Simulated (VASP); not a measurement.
These are optB86b-vdW, VASP's PBE PAW potentials (set 64) (plane waves; VASP) values and carry that method's errors.

VASP input:

KPOINTS:
```
Automatic
0
Gamma
 7 7 4
```

**POSCAR**
```
MgI2
1
    2.0799928570    -3.6026528790     0.0000000000
    2.0799928570     3.6026528790    -0.0000000000
   -0.0000000000     0.0000000000     6.8559071423
Mg I
1 2
Direct
  1.0000000000   1.0000000000   0.0000000000
  0.3333330000   0.6666670000   0.2441566905
  0.6666670000   0.3333330000   0.7558433095
```

**INCAR**
```
# general
SYSTEM   = MgI2
PREC     = Accurate
ENCUT    = 520
LREAL    = .FALSE.
LASPH    = .TRUE.

# electronic loop
EDIFF    = 1E-7
NELM     = 100
ALGO     = Normal   # blocked Davidson
LMAXMIX  = 4

# smearing
ISMEAR   = -5

# functional
GGA      = MK
LUSE_VDW = .TRUE.
AGGAC    = 0.0
PARAM1   = 0.1234
PARAM2   = 1.0

# ions
ISIF     = 2   # forces and stress, cell fixed

# output
LWAVE    = .FALSE.
LCHARG   = .TRUE.
LORBIT   = 11
NEDOS    = 601   # DOS grid

# other
LEFG     = .TRUE.
```

POTCAR, in this order: Mg I (PBE.64 set). Program: vasp_std.

Q: Estimate the energy per atom (σ→0).

A: 
```json
{
  "energy per atom (σ→0)": "-883 meV/atom"
}
```

File OSZICAR:
```
...
DAV:   7    -0.265087175060E+01    0.15721E-01   -0.14683E-01   788   0.221E+00    0.754E-01
DAV:   8    -0.265016015650E+01    0.71159E-03   -0.82996E-03   748   0.579E-01    0.252E-01
DAV:   9    -0.265043359906E+01   -0.27344E-03   -0.12285E-03   852   0.272E-01    0.899E-02
DAV:  10    -0.265042467138E+01    0.89277E-05   -0.23320E-05   824   0.432E-02    0.544E-02
DAV:  11    -0.265042908877E+01   -0.44174E-05   -0.16854E-05   808   0.324E-02    0.221E-02
DAV:  12    -0.265042987013E+01   -0.78135E-06   -0.16367E-06   824   0.908E-03    0.123E-02
DAV:  13    -0.265042987426E+01   -0.41308E-08   -0.44031E-08   576   0.171E-03
   1 F= -.26504299E+01 E0= -.26504299E+01  d E =0.000000E+00
```

The compound is MgI2 in the 1T layered structure. It was relaxed first.
